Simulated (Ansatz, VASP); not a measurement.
# Two plane-wave programs on ScBPd3

```xyz
5
Lattice="4.2350 0.0000 0.0000 0.0000 4.2350 0.0000 0.0000 0.0000 4.2350" Properties=species:S:1:pos:R:3 pbc="T T T"
Pd    2.0790    0.0289    2.1100
Pd    2.1456    2.0706   -0.0503
Pd   -0.0440    2.1334    2.0924
Sc   -0.0489   -0.0013    0.0176
B     2.1179    2.1390    2.0680
```

Change from the starting cell: atoms moved at random, drawn with an rms of 0.05 Å.

Alike in both runs: task single point; functional PBE; k mesh 6 × 6 × 6; occupations fermi-dirac, width 0.05 eV; no spin polarisation.

|  | VASP | Ansatz |
| --- | --- | --- |
| version | VASP 6.6.1 | Ansatz 0.2.0 |
| potentials or method | VASP PAW PBE potentials, release 64 (Pd, Sc_sv, B) | Ansatz PAW |
| plane-wave cutoff (eV) | 520 | 420 |
| valence electrons in the cell | 44 | 68 |

VASP gave:

- gap on the k mesh at the Fermi level (eV): none
- pressure (GPa): -0.6
- largest component of the traceless stress (GPa): 0.13
- rms of the force components (eV/Å): 0.202

What did Ansatz give for the same quantities?

gap on the k mesh at the Fermi level (eV): none; pressure (GPa): -0.6; largest component of the traceless stress (GPa): 0.13; rms of the force components (eV/Å): 0.199.

Atom by atom the forces differ by 0.004 eV/Å (rms over components). A gap of «none» marks a metal or a gap that the smearing closes. The two sets of potentials don't hold the same shells in valence.
